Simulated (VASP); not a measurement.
Consider the following.

```
CELL_PARAMETERS angstrom
      0.00000     3.09791     3.09791
      3.09791     0.00000     3.09791
      3.09791     3.09791     0.00000
ATOMIC_POSITIONS crystal
  Hg 0.00000 0.00000 0.00000
  S  0.25000 0.25000 0.25000
```

Calculation: vdW-DF2, VASP's PBE PAW potentials (set 64) (plane waves; VASP). Run with 520 eV cut-off, 11×11×11 Γ-centred mesh, tetrahedra with Blöchl corrections, potentials Hg S.

Unless said otherwise, spin-orbit coupling is left out, though it shifts the bands of the heavy elements here.

### Question
Estimate the energy per atom (σ→0), band gap (on the k-mesh) with the smallest direct gap where there is one.

### Answer

```yaml
band gap (on the k-mesh): none (metal, semimetal or under 0.01 eV)
energy per atom (σ→0): 0.010 eV/atom
```

Total energies compare only between runs with the same potentials, cut-off and functional.

The compound is HgS in the zinc blende structure, metacinnabar; cinnabar is the stable form. It was relaxed first, which changed the volume by +19 %.
